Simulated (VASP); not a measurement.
Given:

```xyz
2
Lattice="0.0000 3.2833 3.2833 3.2833 0.0000 3.2833 3.2833 3.2833 0.0000" Properties=species:S:1:pos:R:3 pbc="T T T"
Te     3.2833     3.2833     3.2833
Pb     0.0000     0.0000     0.0000
```

These are PBE GGA, VASP's PBE PAW potentials (set 64) (plane waves; VASP 6.6.1) values and carry that method's errors. Run with 520 eV cut-off, Gaussian smearing of 0.050 eV, potentials Te Pb_d.

Unless said otherwise, spin-orbit coupling is left out, though it shifts the bands of the heavy elements here.

Task: Give the energies of bands 7 to 13 at the high-symmetry points, in eV from the valence-band maximum.

Result: 
```tsv
band	Γ	X	U	L	W
7	-5.71	-7.22	-7.79	-8.34	-7.81
8	-1.16	-4.12	-3.76	-0.73	-3.45
9	-1.16	-2.52	-2.05	-0.73	-3.45
10	-1.16	-2.52	-1.88	0.00	-0.28
11	4.03	3.50	3.54	0.83	1.73
12	4.03	5.31	3.73	1.39	5.21
13	4.03	5.31	5.21	1.39	5.21
```

The gap is direct, 0.83 eV, from the valence maximum at L to the conduction minimum at L.

The compound is PbTe in the rock salt structure. It was relaxed first, which changed the volume by +5 %.
